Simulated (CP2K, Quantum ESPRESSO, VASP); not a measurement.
# Fe: programs and potentials compared

```
CELL_PARAMETERS angstrom
2.31119 0.00000 0.00000
0.00000 2.31119 0.00000
0.00000 0.00000 23.80000
ATOMIC_POSITIONS crystal
Fe 0.00000 0.00000 0.29412
```

Alike in all runs: functional PBE; k mesh 11 × 11 × 1; occupations fermi-dirac, width 0.05 eV; collinear spin, ferromagnetic start; no spin-orbit coupling.

```tsv
program and potentials	plane-wave cutoff (eV)	notes	net moment per atom (μB)
CP2K, POTENTIAL_UZH Fe GTH-PBE-q16; TZVP-MOLOPT-PBE-GTH basis	-	atomic basis; 16 valence electrons an atom on average	2.79
Quantum ESPRESSO, PseudoDojo 0.4.1 SR PBE standard	1225	16 valence electrons an atom on average	?
VASP, PBE PAW files Fe, 520 eV	520	8 valence electrons an atom on average	2.73
```

Task: Estimate from the other rows what the run with Quantum ESPRESSO, PseudoDojo 0.4.1 SR PBE standard gave.

Result: Net moment per atom 2.76 μB. The other rows, which needn't bracket it: net moment per atom 2.73 to 2.79.
